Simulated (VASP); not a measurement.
Computed with optB88-vdW, VASP's PBE PAW potentials (set 64) (plane waves; VASP 6.6.1).

VASP ran on this input.

**INCAR**
```
ENCUT=520   ! plane-wave cut-off (eV)
LWAVE=.False.
ICHARG=11   ! fixed density
EDIFF=1E-7
ALGO=Normal
SYSTEM=BN
LCHARG=.False.
GGA=BO
NELM=100   ! most electronic steps
PARAM2=0.22
LREAL=.False.   ! projection in real space or not
LORBIT=11
PARAM1=0.1833333333
ISMEAR=0
AGGAC=0.0
LUSE_VDW=.True.
SIGMA=0.05   ! width (eV)
LASPH=.True.
PREC=Accurate
```

**POSCAR**
```
BN
1
    1.2552984450    -2.1742410774     0.0000000000
    1.2552984450     2.1742410774    -0.0000000000
   -0.0000000000    -0.0000000000     6.6238441398
B N
2 2
Direct
  0.3333330000   0.6666670000   0.2500000000
  0.6666670000   0.3333330000   0.7500000000
  0.6666670000   0.3333330000   0.2500000000
  0.3333330000   0.6666670000   0.7500000000
```

File KPOINTS:
```
k-points along high-symmetry lines
10
Line-mode
Reciprocal
  0.000000   0.000000   0.000000 ! GAMMA
 -0.000000   0.500000   0.000000 ! M

 -0.000000   0.500000   0.000000 ! M
 -0.333333   0.666667   0.000000 ! K

 -0.333333   0.666667   0.000000 ! K
  0.000000   0.000000   0.000000 ! GAMMA

  0.000000   0.000000   0.000000 ! GAMMA
  0.000000   0.000000   0.500000 ! A

  0.000000   0.000000   0.500000 ! A
 -0.000000   0.500000   0.500000 ! L

 -0.000000   0.500000   0.500000 ! L
 -0.333333   0.666667   0.500000 ! H

 -0.333333   0.666667   0.500000 ! H
  0.000000   0.000000   0.500000 ! A

 -0.000000   0.500000   0.500000 ! L
 -0.000000   0.500000   0.000000 ! M

 -0.333333   0.666667   0.500000 ! H
 -0.333333   0.666667   0.000000 ! K
```

POTCAR, in this order: B N (PBE.64 set). Program: vasp_std. Read from the step before: CHGCAR.

The run wrote:

File OUTCAR:
```
 ion  position               nearest neighbor table
   1  0.333  0.667  0.250-   3 1.45   3 1.45   3 1.45
   2  0.667  0.333  0.750-   4 1.45   4 1.45   4 1.45
   3  0.667  0.333  0.250-   1 1.45   1 1.45   1 1.45
   4  0.333  0.667  0.750-   2 1.45   2 1.45   2 1.45
  LATTYP: Found a hexagonal cell.
 ALAT       =     2.5105972295
 C/A-ratio  =     2.6383539590
 Subroutine PRICEL returns:
 Original cell was already a primitive cell.
 Subroutine GETGRP returns: Found 24 space group operations
The static configuration has the point symmetry D_3d.
 The point group associated with its full space group is D_6h.
The dynamic configuration has the point symmetry D_3d.
 Subroutine INISYM returns: Found 24 space group operations
   k-points           NKPTS =     90   k-points in BZ     NKDIM =     90   number of bands    NBANDS=     12
   number of dos      NEDOS =    301   number of ions     NIONS =      4
   total plane-waves  NPLWV =  20000
   dimension x,y,z NGX =    20 NGY =   20 NGZ =   50
   dimension x,y,z NGXF=    40 NGYF=   40 NGZF=  100
   ions per type =               2   2
   PREC   = accura    normal or accurate (medium, high low for compatibility)
   ISTART =      0    job   : 0-new  1-cont  2-samecut
   ICHARG =     11    charge: 1-file 2-atom 10-const
   ISPIN  =      1    spin polarized calculation?
...
```

### OSZICAR
```
       N       E                     dE             d eps       ncg     rms          rms(c)
DAV:   1     0.645111728572E+02    0.64511E+02   -0.81583E+03  2168   0.122E+03
DAV:   2    -0.250740526873E+02   -0.89585E+02   -0.80367E+02  3108   0.246E+02
DAV:   3    -0.291498293001E+02   -0.40758E+01   -0.40388E+01  2680   0.549E+01
DAV:   4    -0.291948179989E+02   -0.44989E-01   -0.44967E-01  2636   0.599E+00
DAV:   5    -0.291956953437E+02   -0.87734E-03   -0.87706E-03  2704   0.722E-01
DAV:   6    -0.291957233761E+02   -0.28032E-04   -0.28031E-04  2660   0.109E-01
DAV:   7    -0.291957245021E+02   -0.11261E-05   -0.11260E-05  2668   0.183E-02
DAV:   8    -0.291957245492E+02   -0.47061E-07   -0.47029E-07  2268   0.324E-03
   1 F= -.29195725E+02 E0= -.29195725E+02  d E =-.151706E-17
```

OUTCAR:
```
 val. band max:        2.1437122861   @ k =  -0.2963   0.5926   0.0000

 cond. band min:       6.3796805565   @ k =   0.0000   0.5000   0.0000



 k-point     1 :       0.0000    0.0000    0.0000
  band No.  band energies     occupation
      1     -15.5651      2.00000
      2     -15.2571      2.00000
      3      -4.0893      2.00000
      4      -1.8859      2.00000
      5       0.7051      2.00000
      6       0.7051      2.00000
      7       0.7437      2.00000
      8       0.7438      2.00000
      9       7.2403      0.00000
     10      12.3318      0.00000
     11      13.6661      0.00000
     12      13.6986      0.00000

 k-point     2 :       0.0000    0.0556    0.0000
  band No.  band energies     occupation
      1     -15.5052      2.00000
      2     -15.1993      2.00000
      3      -4.0067      2.00000
      4      -1.8121      2.00000
      5       0.4574      2.00000
      6       0.4932      2.00000
      7       0.5889      2.00000
      8       0.6297      2.00000
      9       7.3523      0.00000
     10      12.2927      0.00000
     11      13.6206      0.00000
     12      13.7898      0.00000

 k-point     3 :       0.0000    0.1111    0.0000
  band No.  band energies     occupation
      1     -15.3268      2.00000
      2     -15.0274      2.00000
      3      -3.7601      2.00000
      4      -1.5926      2.00000
      5      -0.2283      2.00000
      6      -0.1941      2.00000
      7       0.2732      2.00000
      8       0.3189      2.00000
      9       7.6644      0.00000
     10      12.1519      0.00000
     11      13.3935      0.00000
     12      13.6979      0.00000

 k-point     4 :       0.0000    0.1667    0.0000
  band No.  band energies     occupation
      1     -15.0344      2.00000
      2     -14.7461      2.00000
      3      -3.3537      2.00000
      4      -1.2338      2.00000
      5      -1.2203      2.00000
      6      -1.1790      2.00000
      7      -0.1657      2.00000
...
```

The density is held fixed in this step, so its total energy and stress have no physical meaning.

The compound is BN in the hex structure. It was relaxed first.
